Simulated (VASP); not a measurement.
A convergence study with VASP on Au (fcc): one setting is varied, all else stays as given below, so the limit is that of these other settings.

```
Au
1.0
    0.00000     2.04000     2.04000
    2.04000     0.00000     2.04000
    2.04000     2.04000     0.00000
Au
1
Direct
  0.00000   0.00000   0.00000
```

Calculation: PBE GGA, VASP's PBE PAW potentials (set 64) (plane waves; VASP). The tightest run used: 550 eV cut-off, 21×21×21 Monkhorst-Pack mesh, first-order Methfessel-Paxton smearing of 0.10 eV, potentials Au.

| setting | E (eV/atom) | pressure (GPa) | irreducible k-points |
|---|---|---|---|
| 1×1×1 mesh | -13.9367 | -85.75 | 1 |
| 2×2×2 mesh | -2.4879 | 16.31 | 2 |
| 3×3×3 mesh | -3.5785 | 3.03 | 4 |
| 4×4×4 mesh | -3.1276 | 11.17 | 10 |
| 5×5×5 mesh | -3.3036 | 8.50 | 10 |
| 6×6×6 mesh | -3.1757 | 9.59 | 28 |

These are the cheaper rows. Estimate the results at 21×21×21 mesh, and how far the last row shown lies from them.

```csv
quantity,tightest run,last row shown is off by
E (eV/atom),-3.1928,0.0172
pressure (GPa),8.91,0.69
```

Left out are rungs that failed or repeat a setting and relaxations that didn't move; long series are thinned to 24 rows.

The compound is Au in the fcc structure. The cell was not relaxed at this level.
